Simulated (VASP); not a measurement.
VASP ran on this input.

**KPOINTS**
```
Automatic mesh
0
Gamma
8 8 8
0 0 0
```

**INCAR**
```
ALGO = Normal
EDIFF = 1E-6
EDIFFG = -0.01
ENCUT = 400
GGA = PE
IBRION = 2
ISIF = 3
ISMEAR = 1
LASPH = .TRUE.
LCHARG = .FALSE.
LMAXMIX = 6
LREAL = .FALSE.
LWAVE = .FALSE.
NELM = 100
NSW = 60
PREC = Accurate
SIGMA = 0.1
SYSTEM = LaAl
```

**POSCAR**
```
LaAl
1
   -0.0000000000     3.5082733954     3.5082733954
    3.5082733954    -0.0000000000     3.5082733954
    3.5082733954     3.5082733954     0.0000000000
La Al
1 1
Direct
  0.0000000000   0.0000000000   0.0000000000
  0.2500000000   0.2500000000   0.2500000000
```

POTCAR, in this order: La Al (PBE.64 set). Program: vasp_std.

Task: Write an equivalent input for Quantum ESPRESSO's pw.x.

Result: One equivalent input (not run):
```
&CONTROL
  calculation = 'vc-relax'
  pseudo_dir = './pseudo'
  outdir = './out'
  tprnfor = .true.
  tstress = .true.
  nstep = 60
  forc_conv_thr = 0.00039
/
&SYSTEM
  ibrav = 0
  nat = 2
  ntyp = 2
  ecutwfc = 110
  occupations = 'smearing'
  smearing = 'methfessel-paxton'
  degauss = 0.00735
  input_dft = 'pbe'
/
&ELECTRONS
  conv_thr = 7.3e-08
  electron_maxstep = 100
/
&IONS
/
&CELL
/
ATOMIC_SPECIES
  La 138.905 La.upf
  Al 26.982 Al.upf
CELL_PARAMETERS angstrom
    -0.0000000    3.5082734    3.5082734
     3.5082734   -0.0000000    3.5082734
     3.5082734    3.5082734    0.0000000
ATOMIC_POSITIONS crystal
  La   0.0000000  0.0000000  0.0000000
  Al   0.2500000  0.2500000  0.2500000
K_POINTS automatic
  8 8 8 0 0 0
```
Limits of the translation: the potentials are each code's own (VASP's PAW set, PseudoDojo norm-conserving files in pw.x), so ENCUT and ecutwfc are chosen apart and not converted; conv_thr bounds pw.x's estimated SCF error, while EDIFF bounds the energy change between steps; forc_conv_thr acts on force components and is met together with etot_conv_thr.

The structure was generated: LaAl was put into the zinc blende type (F-43m), which need not be its known phase. It was relaxed first, which changed the volume by -21 %. The start is the result of an earlier pass.
